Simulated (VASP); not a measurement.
Given:

```
AlTi
1.0
    2.88660     0.00000     0.00000
    0.00000     2.88660     0.00000
    0.00000     0.00000     4.15140
Ti Al
1 1
Direct
  0.00000   0.00000   0.00000
  0.50000   0.50000   0.50000
```

Computed with PBE GGA, VASP's PBE PAW potentials (set 64) (plane waves; VASP). Numerical set-up: 400 eV cut-off, 11×11×8 Γ-centred mesh, first-order Methfessel-Paxton smearing of 0.10 eV, potentials Ti_sv Al.

**Question.** Give the stress tensor in GPa (positive for a compressed cell).

**Answer.** 
```
-6.80   0.00   0.00
 0.00  -6.80   0.00
 0.00   0.00  -6.40
```
The pressure is its mean diagonal, -6.67 GPa.

The compound is TiAl in the L1_0 structure. The cell was not relaxed at this level. The electron count is odd and the run is not spin-polarised, which forces a metal.
